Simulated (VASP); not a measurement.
Shape and ions are relaxed at each volume.

Consider the following.

```yaml
crystal:
  lattice:
    - [1.46760, -2.54196, 0.00000]
    - [1.46760, 2.54196, 0.00000]
    - [0.00000, 0.00000, 2.86152]
  atoms:
    - { symbol: W, position: [0.00000, 0.00000, 0.00000] }
    - { symbol: C, position: [0.33333, 0.66667, 0.50000] }
```

These are RPBE GGA, VASP's PBE PAW potentials (set 64) (plane waves; VASP) values and carry that method's errors. Numerical set-up: 520 eV cut-off, 14×14×13 Γ-centred mesh, first-order Methfessel-Paxton smearing of 0.10 eV, potentials W_sv C.

Give the energy at these volumes per atom, relative to the lowest: 10.03, 10.35, 10.67, 10.99, 11.31 Å³.

50.3, 12.1, 0.0, 10.3, 39.5 meV/atom. A third-order Birch-Murnaghan fit gives B0 = 371 GPa and B0′ = 4.3.

The compound is WC in the wc structure. It was relaxed first.
